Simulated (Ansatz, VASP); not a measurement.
# Cross-check of WC between VASP and Ansatz, part 2 of 2

Aim: how closely do two programs agree when they are given the same cell, functional and k mesh? The structure shown is the end of the Ansatz relaxation below.

VASP 6.6.1 and Ansatz 0.2.0.

So far. Step 3 (VASP: single point, PBEsol, pair 1): The run ends at a pressure of 4.64 GPa.

### 6. VASP: single point, PBEsol, pair 2 (continued)

Level of this step: PBEsol; plane waves and PAW (W, C) (VASP).

Numbers of over 12 decimals in the logs are rounded to 6 here.

Parts of OUTCAR (step 6):

```text
  Total       -0.6173685     -0.6173685     -0.5694528     -0.0000000      0.0000000      0.0000000
  in kB      -47.5914329    -47.5914329    -43.8977335     -0.0000000      0.0000000      0.0000000
  external PRESSURE =     -46.3601998 kB  Pullay stress =       0.0000000 kB

 POSITION                                       TOTAL-FORCE (eV/Angst)
 -----------------------------------------------------------------------------------
      0.00000      0.00000      0.00000         0.000000     -0.000000      0.000000
      1.45473      0.83989      1.41755        -0.000000      0.000000      0.000000
 -----------------------------------------------------------------------------------
    total drift:                               -0.000000      0.000000      0.000000

  FREE ENERGIE OF THE ION-ELECTRON SYSTEM (eV)
  ---------------------------------------------------
  free  energy   TOTEN  =       -23.9805096829 eV

  energy  without entropy=      -23.9780722720  energy(sigma->0) =      -23.97929098

[... 1 part as in an earlier step ...]

[... 2 further parts left out ...]
[key lines of the parts left out:]
E-fermi :   8.1189
```

The run ends at a pressure of -4.64 GPa.

### 7. Differences

What differs besides the data sets and the points named for the pairs above, as far as they apply: the data sets hold 18 valence electrons in Ansatz (on its PAW soft_1 files) and 10 in VASP. Total energies have different zeros and are not compared.

The two programs side by side:

| quantity | Ansatz | VASP | difference |
| --- | --- | --- | --- |
| pressure (GPa) | -4.00 | -4.64 | +0.64 |

### 8. Ansatz: relaxation, PBEsol

This run makes the geometry at which the two programs are then compared. The cell compared in this pair holds 19.88 Å³, against 20.78 Å³ for the pair before.

The structure compared here is the end of the Ansatz relaxation.

File input.yaml:

```yaml
crystal:
  lattice:
    - [2.8988824196, 0.0, 0.0]
    - [-1.4494412098, 2.5105058179, 0.0]
    - [0.0, 0.0, 2.8273401748]
  atoms:
    - { symbol: W, position: [0.0, 0.0, 0.0] }
    - { symbol: C, position: [0.6666666667, 0.3333333333, 0.5] }
kpoints:
  mp_grid: { grid: [17, 17, 15] }
scf:
  occupations: { method: fermi_dirac, width: 0.05 }
hamiltonian:
  xc: pbesol
  pseudopotentials: { kind: paw, azcp: { folder: soft_1 }, xc_functional: pbe }
basis:
  ecutwfc: 600
output:
  forces: true
  stress: true
relax:
  f_tol: 0.005
  max_steps: 70
  cell: { stress_tol: 0.02, p_target: 15 }
```

Started as:

```bash
$ ansatz run input.yaml --threads 4 --pin off --max-ram 10240MiB --backend cpu --events-out ev --progress --plain --runs-dir out
```

The program printed:

```text
[...]
Crystal: 2 atoms, lattice volume = 20.576 Å³
Basis set: ecut = 600 eV, 677 PW (Γ), exchange–correlation on 48×48×48 points (8 copies of the dense FFT grid, shifted against one another)
Bands: 13, of which v1, the nominal top of the filled ones, is band 9 counted from 1 (8 counted from 0)
Symmetry: 12 space group operations
[...]
k-points: 264 of 4335 (time reversal used)
[...]
0.000000      14.997629      -0.000000
       -0.000000      -0.000000      14.998370
  P = ⅓ Tr σ = 14.9979 GPa (149.979 kbar)
--- Relaxed structure (5 steps of the walk, 5 accepted, 1 SCFs on fresh bases) ---
[...]
cell:  # Å, volume = 19.8833 Å³
    - [2.863096, 0, 0.0]
    - [-1.431548, 2.479514, 0.0]
    - [0.0, 0.0, 2.800825]
  atoms:
    - { symbol: W, position: [-3.700743415524894e-17, 0, 0.0] }
    - { symbol: C, position: [0.666667, 0.333333, 0.5] }
[key lines of the parts left out:]
SCF converged after 8 iterations
Free energy (F): -10504.720037 eV
Fermi energy:    21.288609 eV
```

### 9. VASP: single point, PBEsol, pair 3

The same cell, functional, mesh and smearing now go to VASP, with its own data sets.

File INCAR:

```
SYSTEM = WC
PREC = Accurate
ENCUT = 600
EDIFF = 1E-06
NELM = 120
ISMEAR = -1
SIGMA = 0.05
LREAL = .FALSE.
ALGO = Normal
GGA = PS
NBANDS = 11
LASPH = .TRUE.
LORBIT = 11
LWAVE = .FALSE.
LCHARG = .FALSE.
ISIF = 2
GGA_COMPAT = .FALSE.
KPAR = 2
```

File POSCAR:

```
WC
1.0
    2.8630957728      0.0000000000      0.0000000000
   -1.4315478864      2.4795136727      0.0000000000
    0.0000000000      0.0000000000      2.8008245748
W C
1 1
Direct
    0.0000000000      0.0000000000      0.0000000000
    0.6666666667      0.3333333333      0.5000000000
```

File KPOINTS:

```
Automatic mesh
0
Gamma
17 17 15
0 0 0
```

The projector-augmented-wave data sets are W and C (PBE family, release 64).

Started as:

```bash
$ mpirun -np 2 vasp_std
```

The program printed:

```text
[... set-up lines as in an earlier step ...]
 entering main loop
       N       E                     dE             d eps       ncg     rms          rms(c)
DAV:   1     0.290886655028E+02    0.29089E+02   -0.54999E+03  5808   0.932E+02
DAV:   2    -0.247039002076E+02   -0.53793E+02   -0.51156E+02  6673   0.219E+02
DAV:   3    -0.268997423495E+02   -0.21958E+01   -0.21677E+01  7305   0.366E+01
DAV:   4    -0.269148460861E+02   -0.15104E-01   -0.15099E-01  6339   0.345E+00
[...]
DAV:  11    -0.239529285199E+02    0.10650E-04   -0.79311E-05  7003   0.636E-02    0.112E-02
DAV:  12    -0.239529262467E+02    0.22732E-05   -0.42384E-06  5568   0.142E-02    0.812E-03
DAV:  13    -0.239529262726E+02   -0.25917E-07   -0.25111E-07  3081   0.523E-03
   1 F= -.23952926E+02 E0= -.23951851E+02  d E =-.215059E-02
```

Parts of OUTCAR (step 9):

```text
  Total        1.8337896      1.8337896      1.9149744      0.0000000      0.0000000      0.0000000
  in kB      147.7650762    147.7650762    154.3068743      0.0000000      0.0000000      0.0000000
  external PRESSURE =     149.9456755 kB  Pullay stress =       0.0000000 kB

 POSITION                                       TOTAL-FORCE (eV/Angst)
 -----------------------------------------------------------------------------------
      0.00000      0.00000      0.00000         0.000000      0.000000      0.000000
      1.43155      0.82650      1.40041        -0.000000      0.000000      0.000000
 -----------------------------------------------------------------------------------
    total drift:                               -0.000000      0.000000      0.000000

  FREE ENERGIE OF THE ION-ELECTRON SYSTEM (eV)
  ---------------------------------------------------
  free  energy   TOTEN  =       -23.9529262726 eV

  energy  without entropy=      -23.9507756790  energy(sigma->0) =      -23.95185098

[... 1 part as in an earlier step ...]

[... 2 further parts left out ...]
[key lines of the parts left out:]
E-fermi :   8.6468
```

The run ends at a pressure of 14.99 GPa.

### 10. Side by side

What differs besides the data sets and the points named for the pairs above, as far as they apply: the data sets hold 18 valence electrons in Ansatz (on its PAW soft_1 files) and 10 in VASP. Total energies have different zeros and are not compared.

Compared:

| quantity | Ansatz | VASP | difference |
| --- | --- | --- | --- |
| pressure (GPa) | 15.00 | 14.99 | 0.00 |

### 11. Outcome

```json
{
  "difference in pressure (single point, PBEsol, pair 1)": "0.35 GPa",
  "difference in pressure (single point, PBEsol, pair 2)": "0.64 GPa",
  "difference in pressure (single point, PBEsol, pair 3)": "0.0033 GPa"
}
```

The difference in pressure is 0.64 GPa (single point, PBEsol, pair 2), within the 1 GPa picked in this series as the mark of a large difference. The data sets hold unlike numbers of valence electrons (18 in Ansatz and 10 in VASP), so part of the differences comes from the potentials. 3 further runs of this series are not shown here. How closely two codes agree says nothing of how well the functional describes the real material.

[Lines on the potential files, build, host, timing and source positions are cut from VASP's logs without a mark.]

[Logs are printed without paths, hosts, clocks, repeated set-up lines and the standing remarks that a program may print on its own settings, such as how far it seeks lower states.]

[Hosts, paths, dates, database ids (printed as entryN), source tags and the programs' standing remarks are cut or masked in the printed files.]
